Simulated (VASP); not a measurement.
Consider the following.

Space group F-43m (No. 216); a = 5.611 Å, b = 5.611 Å, c = 5.611 Å, α = 90.00°, β = 90.00°, γ = 90.00°

```
atom  site  symmetry       x       y       z
----  ----  --------  ------  ------  ------
Ga      4a      -43m  0.0000  0.0000  0.0000
As      4d      -43m  0.7500  0.7500  0.7500
```
(The calculation used a cell of 2 atoms; values per cell refer to that cell.)

Calculation: LDA (Ceperley-Alder, Perdew-Zunger), VASP's LDA PAW potentials (set 64) (plane waves; VASP). Run with 520 eV cut-off, 8×8×8 Γ-centred mesh, Gaussian smearing of 0.050 eV, potentials Ga_d As.

Problem. Give the energy at these volumes per atom, relative to the lowest: 20.75, 21.41, 22.07, 22.74, 23.40 Å³.

Solution. 20.9, 5.0, 0.0, 4.3, 16.5 meV/atom. A third-order Birch-Murnaghan fit gives B0 = 74.5 GPa and B0′ = 4.7.

Measured: bulk modulus 76.7 GPa at 0 K (computed value off by -2.8 %), as given by Daniel Mejia-Rodriguez et al., Physical Review B (2018), arXiv:1807.09216 [0 K value with the zero-point phonon effect removed]; a 5.640 Å at 0 K (computed value off by -0.5 %), as given by Daniel Mejia-Rodriguez et al., Physical Review B (2018), arXiv:1807.09216 [static lattice: zero-point anharmonic expansion removed].

The compound is GaAs in the zinc blende structure. It was relaxed first.
